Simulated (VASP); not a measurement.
Output of a VASP run:

**OSZICAR**
```
       N       E                     dE             d eps       ncg     rms          rms(c)
DAV:   1     0.971918468604E+02    0.97192E+02   -0.73680E+03  2880   0.120E+03
DAV:   2    -0.192104733172E+02   -0.11640E+03   -0.10476E+03  3148   0.387E+02
DAV:   3    -0.258773516741E+02   -0.66669E+01   -0.62463E+01  3436   0.770E+01
DAV:   4    -0.260277914647E+02   -0.15044E+00   -0.14950E+00  3084   0.115E+01
DAV:   5    -0.260295948922E+02   -0.18034E-02   -0.18031E-02  3388   0.105E+00    0.246E+01
DAV:   6    -0.248355211789E+02    0.11941E+01   -0.13226E+00  3096   0.106E+01    0.111E+01
DAV:   7    -0.244883796105E+02    0.34714E+00   -0.89432E-01  3292   0.854E+00    0.514E-01
DAV:   8    -0.244814051727E+02    0.69744E-02   -0.81240E-03  2932   0.755E-01    0.286E-01
DAV:   9    -0.244791597275E+02    0.22454E-02   -0.14789E-03  3108   0.478E-01    0.616E-02
DAV:  10    -0.244791950572E+02   -0.35330E-04   -0.57163E-05  3200   0.767E-02    0.112E-02
DAV:  11    -0.244791642870E+02    0.30770E-04   -0.81647E-06  2976   0.344E-02    0.109E-03
DAV:  12    -0.244791638544E+02    0.43258E-06   -0.15561E-07  2588   0.410E-03    0.959E-04
DAV:  13    -0.244791637496E+02    0.10482E-06   -0.97192E-09  1512   0.101E-03    0.181E-04
DAV:  14    -0.244791637305E+02    0.19160E-07   -0.19751E-09  1468   0.493E-04
   1 F= -.24305562E+02 E0= -.24305140E+02  d E =-.243056E+02
       N       E                     dE             d eps       ncg     rms          rms(c)
DAV:   1    -0.244814132972E+02   -0.22495E-02   -0.22085E-01  2880   0.405E+00    0.124E+00
DAV:   2    -0.244746263629E+02    0.67869E-02   -0.78338E-03  2940   0.926E-01    0.527E-01
DAV:   3    -0.244733839057E+02    0.12425E-02   -0.43771E-03  3516   0.664E-01    0.547E-02
DAV:   4    -0.244734305839E+02   -0.46678E-04   -0.14554E-04  2936   0.947E-02    0.319E-02
DAV:   5    -0.244734390608E+02   -0.84769E-05   -0.10435E-05  3488   0.332E-02    0.821E-03
DAV:   6    -0.244734403862E+02   -0.13254E-05   -0.17249E-06  3188   0.150E-02    0.186E-03
DAV:   7    -0.244734403174E+02    0.68828E-07   -0.24586E-08  1460   0.191E-03
   2 F= -.24301920E+02 E0= -.24301509E+02  d E =0.364238E-02
       N       E                     dE             d eps       ncg     rms          rms(c)
DAV:   1    -0.244844122245E+02   -0.10972E-01   -0.14807E-01  2880   0.330E+00    0.101E+00
DAV:   2    -0.244797675340E+02    0.46447E-02   -0.53686E-03  2932   0.756E-01    0.430E-01
DAV:   3    -0.244789384234E+02    0.82911E-03   -0.28902E-03  3540   0.536E-01    0.398E-02
DAV:   4    -0.244789676861E+02   -0.29263E-04   -0.95794E-05  2920   0.761E-02    0.265E-02
DAV:   5    -0.244789712308E+02   -0.35447E-05   -0.60377E-06  3448   0.245E-02    0.714E-03
DAV:   6    -0.244789716341E+02   -0.40334E-06   -0.11841E-06  3236   0.123E-02    0.183E-03
DAV:   7    -0.244789716955E+02   -0.61367E-07   -0.28354E-08  1456   0.165E-03
   3 F= -.24305746E+02 E0= -.24305326E+02  d E =-.183592E-03
```

### OUTCAR
```
------------------------ aborting loop because EDIFF is reached ----------------------------------------
  FORCE on cell =-STRESS in cart. coord.  units (eV):
  Direction    XX          YY          ZZ          XY          YZ          ZX
  --------------------------------------------------------------------------------------
  Total        0.1700130      0.1700130      0.1824145     -0.0000000      0.0000000      0.0000000
  in kB        9.8145342      9.8145313     10.5304508     -0.0000000      0.0000000      0.0000000
  external PRESSURE =       0.0531721 kB  Pullay stress =      10.0000000 kB
  volume of cell :       27.75
      direct lattice vectors                 reciprocal lattice vectors
     1.364501721 -2.363385955  0.000000000     0.366434129 -0.211560875  0.000000000
     1.364501721  2.363385955  0.000000000     0.366434129  0.211560875  0.000000000
     0.000000000  0.000000000  4.303128470    -0.000000000  0.000000000  0.232389065
 POSITION                                       TOTAL-FORCE (eV/Angst)
 -----------------------------------------------------------------------------------
      1.36450      0.78780      1.07578        -0.000000     -0.000000      0.000000
      1.36450     -0.78780      3.22735         0.000000      0.000000      0.000000
 -----------------------------------------------------------------------------------
    total drift:                                0.000000      0.000020     -0.000020
  FREE ENERGIE OF THE ION-ELECTRON SYSTEM (eV)
  ---------------------------------------------------
  free  energy   TOTEN  =       -24.4789716955 eV

  energy  without entropy=      -24.4777117350  energy(sigma->0) =      -24.47855171
  enthalpy is  TOTEN    =       -24.3057459402 eV   P V=        0.1732257553

 reached required accuracy - stopping structural energy minimisation
```
(Selected blocks of OUTCAR.)

**POSCAR**
```
Os
1
    1.3654888047    -2.3650956341     0.0000000000
    1.3654888047     2.3650956341    -0.0000000000
    0.0000000000    -0.0000000000     4.3062269485
Os
2
Direct
  0.3333330000   0.6666670000   0.2500000000
  0.6666670000   0.3333330000   0.7500000000
```

Task: Reconstruct the remaining input files.

Result: One answer among several that fit: the input of the run itself, PBEsol GGA, plane waves, VASP's PBE PAW potentials (set 64).

**KPOINTS**
```
kpoints
0
gamma
 14 14 8
0 0 0
```

### INCAR
```
SYSTEM = Os
PREC = Accurate
ENCUT = 480
EDIFF = 1E-7
NELM = 100
ALGO = Normal
LREAL = .FALSE.
LASPH = .TRUE.
ISMEAR = 1
SIGMA = 0.1
GGA = PS
LMAXMIX = 6
LWAVE = .FALSE.
LCHARG = .FALSE.
ISIF = 3
IBRION = 2
NSW = 40
EDIFFG = -0.01
PSTRESS = 10
```

POTCAR, in this order: Os (PBE.64 set). Program: vasp_std.

The compound is Os in the hcp structure. This run relaxes it under an external pressure of 1 GPa. Symmetry was kept, so distortions that lower it aren't found.
